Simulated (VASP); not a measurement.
```
CELL_PARAMETERS angstrom
      1.57902    -2.73494     0.00000
      1.57902     2.73494     0.00000
      0.00000     0.00000     4.99369
ATOMIC_POSITIONS crystal
  Hf 0.33333 0.66667 0.25000
  Hf 0.66667 0.33333 0.75000
```

Method: AM05 GGA, VASP's PBE PAW potentials (set 64) (plane waves; VASP). Run with 520 eV cut-off, 13×13×7 Γ-centred mesh, first-order Methfessel-Paxton smearing of 0.10 eV, potentials Hf_pv.

Unless said otherwise, spin-orbit coupling is left out, though it shifts the bands of the heavy elements here.

Question: Predict the energy per atom (σ→0), band gap (on the k-mesh) with the smallest direct gap where there is one.

Answer: 
- band gap (on the k-mesh): none (metal, semimetal or under 0.01 eV)
- energy per atom (σ→0): -10.271 eV/atom

Total energies compare only between runs with the same potentials, cut-off and functional.

The compound is Hf in the hcp structure. It was relaxed first.
